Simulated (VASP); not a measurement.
Output of a VASP run:

OSZICAR:
```
       N       E                     dE             d eps       ncg     rms          rms(c)
DAV:   1    -0.708661363300E+01   -0.70866E+01   -0.25844E+03   480   0.439E+02
DAV:   2    -0.168840088952E+02   -0.97974E+01   -0.88262E+01   672   0.639E+01
DAV:   3    -0.169735626341E+02   -0.89554E-01   -0.89452E-01   552   0.725E+00
DAV:   4    -0.169736799218E+02   -0.11729E-03   -0.11729E-03   712   0.202E-01
DAV:   5    -0.169736800250E+02   -0.10318E-06   -0.10322E-06   560   0.334E-03    0.598E+00
DAV:   6    -0.154354446510E+02    0.15382E+01   -0.25323E+00   496   0.858E+00    0.288E+00
DAV:   7    -0.151692497584E+02    0.26619E+00   -0.10705E+00   528   0.559E+00    0.911E-01
DAV:   8    -0.151663941269E+02    0.28556E-02   -0.14234E-02   512   0.999E-01    0.814E-02
DAV:   9    -0.151661835945E+02    0.21053E-03   -0.93515E-04   512   0.169E-01    0.331E-02
DAV:  10    -0.151661821090E+02    0.14854E-05   -0.20808E-05   568   0.407E-02    0.492E-03
DAV:  11    -0.151661821639E+02   -0.54933E-07   -0.25912E-07   528   0.397E-03
   1 F= -.15166182E+02 E0= -.15160485E+02  d E =-.113934E-01
```

File OUTCAR:
```
------------------------ aborting loop because EDIFF is reached ----------------------------------------
  FORCE on cell =-STRESS in cart. coord.  units (eV):
  Direction    XX          YY          ZZ          XY          YZ          ZX
  --------------------------------------------------------------------------------------
  Total        1.3338180      1.3338176     -0.1249736     -0.0000003     -0.0000000      0.0000000
  in kB       78.4896903     78.4896675     -7.3541842     -0.0000150     -0.0000000      0.0000000
  external PRESSURE =      49.8750579 kB  Pullay stress =       0.0000000 kB
  volume of cell :       27.23
      direct lattice vectors                 reciprocal lattice vectors
     3.012837000  0.000000000  0.000000000     0.331913077  0.191630196  0.000000000
    -1.506419000  2.609193000  0.000000000     0.000000000  0.383260265  0.000000000
     0.000000000  0.000000000  3.463480000     0.000000000  0.000000000  0.288726945
 POSITION                                       TOTAL-FORCE (eV/Angst)
 -----------------------------------------------------------------------------------
      0.00000      0.00000      0.00000        -0.000000      0.000000     -0.000000
      1.50642      0.86973      1.73174        -0.000000     -0.000000      0.000000
     -0.00000      1.73946      1.73174         0.000000      0.000000     -0.000000
 -----------------------------------------------------------------------------------
    total drift:                                0.000000     -0.000000      0.000000
  FREE ENERGIE OF THE ION-ELECTRON SYSTEM (eV)
  ---------------------------------------------------
  free  energy   TOTEN  =       -15.1661821639 eV

  energy  without entropy=      -15.1547888022  energy(sigma->0) =      -15.16048548
```
(Selected blocks of OUTCAR.)

**POSCAR**
```
MgB2
1
    3.0128370000     0.0000000000     0.0000000000
   -1.5064190000     2.6091930000     0.0000000000
    0.0000000000     0.0000000000     3.4634800000
Mg B
1 2
Direct
  0.0000000000   0.0000000000   0.0000000000
  0.6666670000   0.3333330000   0.5000000000
  0.3333330000   0.6666670000   0.5000000000
```

### Question
Write an INCAR and KPOINTS that could have produced this output.

### Answer
Several could match; the one computed here: the input of the run itself, PBE GGA, plane waves, VASP's PBE PAW potentials (set 64).

### INCAR
```
# general
SYSTEM=MgB2
PREC  =Accurate
ENCUT =240
LREAL =F
LASPH =T

# electronic loop
EDIFF =1E-6
NELM  =100
ALGO  =Normal

# smearing
ISMEAR=0
SIGMA =0.2

# functional
GGA   =PE

# ions
ISIF  =2

# output
LWAVE =F
LCHARG=F
```

File KPOINTS:
```
Automatic mesh
0
Gamma
6 6 6
0 0 0
```

POTCAR, in this order: Mg B (PBE.64 set). Program: vasp_std.

At this cut-off the stress carries a Pulay error, which pulls relaxed volumes low.

The structure comes from a computed database's MgB2 entry; how it stands against other phases isn't given here. The cell was not relaxed at this level. The k-mesh is coarse (spacing up to 0.40 per Å, 2π included), so the numbers may not be converged in it. The run is one of a series of settings (ENCUT = 240, ISMEAR = 0, SIGMA = 0.2, KPOINTS 6×6×6 Γ-centred mesh against the base run), some of them coarse on purpose.
